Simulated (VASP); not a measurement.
Given:

```yaml
crystal:
  lattice:
    - [1.23843, -2.14502, 0.00000]
    - [1.23843, 2.14502, 0.00000]
    - [0.00000, 0.00000, 7.03061]
  atoms:
    - { symbol: C, position: [0.00000, 0.00000, 0.25000] }
    - { symbol: C, position: [0.00000, 0.00000, 0.75000] }
    - { symbol: C, position: [0.33333, 0.66667, 0.25000] }
    - { symbol: C, position: [0.66667, 0.33333, 0.75000] }
```

Computed with vdW-DF2, VASP's PBE PAW potentials (set 64) (plane waves; VASP). Numerical set-up: 520 eV cut-off, 13×13×4 Γ-centred mesh, first-order Methfessel-Paxton smearing of 0.10 eV, potentials C.

Task: Predict the energy per atom (σ→0).

Result: 
| Property | Value |
|---|---|
| energy per atom (σ→0) | -7619 meV/atom |

The compound is C in the graphite structure. It was relaxed first, which changed the volume by +6 %. The start is the result of an earlier pass.
